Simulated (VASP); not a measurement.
EuAl4Si2Rh:

```
CELL_PARAMETERS angstrom
4.17600 0.00000 0.00000
0.00000 4.17600 0.00000
0.00000 0.00000 8.28900
ATOMIC_POSITIONS crystal
Eu 0.00000 0.00000 0.50000
Al 0.00000 0.50000 0.16800
Al 0.50000 0.00000 0.16800
Al 0.00000 0.50000 0.83200
Al 0.50000 0.00000 0.83200
Si 0.50000 0.50000 0.35740
Si 0.50000 0.50000 0.64260
Rh 0.00000 0.00000 0.00000
```

Base run:

* Program: VASP 6.6.1
* Functional: PBE
* Potentials or basis: VASP PAW PBE potentials, release 64 (Eu, Al, Si, Rh_pv)
* Cutoff: 520 eV
* k mesh: 6 × 6 × 3
* Occupations: fermi-dirac, width 0.02 eV
* Spin: collinear spin, ferromagnetic start
* Starting moments: [7.0, 0.0, 0.0, 0.0, 0.0, 0.0, 0.0, 0.0] μB
* Hubbard terms: Eu f U = 6.0 eV

Its results: band gap on the k mesh none (metal or under the smearing width); pressure 1.4 GPa; net moment 7.00 μB per cell; site moments Eu +6.69; Al -0.00; Si -0.01; Rh -0.01 μB; largest force 0.086 eV/Å.

Task: The run is repeated on the same cell with these changes: functional from PBE to PBEsol; k mesh from 6 × 6 × 3 to 8 × 8 × 4. What comes out?

Result: Band gap on the k mesh none (metal or under the smearing width); pressure -1.4 GPa; net moment 7.02 μB per cell; site moments Eu +6.70; Al -0.00; Si -0.01; Rh -0.00 μB; largest force 0.024 eV/Å.

Several settings changed at once, so the effect can't be laid on one alone.

Caveats: spin-orbit coupling is left out, which moves the levels of the heavy elements; the PAW data sets were made with another functional, which shifts forces and pressure a little (some runs).

Not every run made on this cell is shown here.
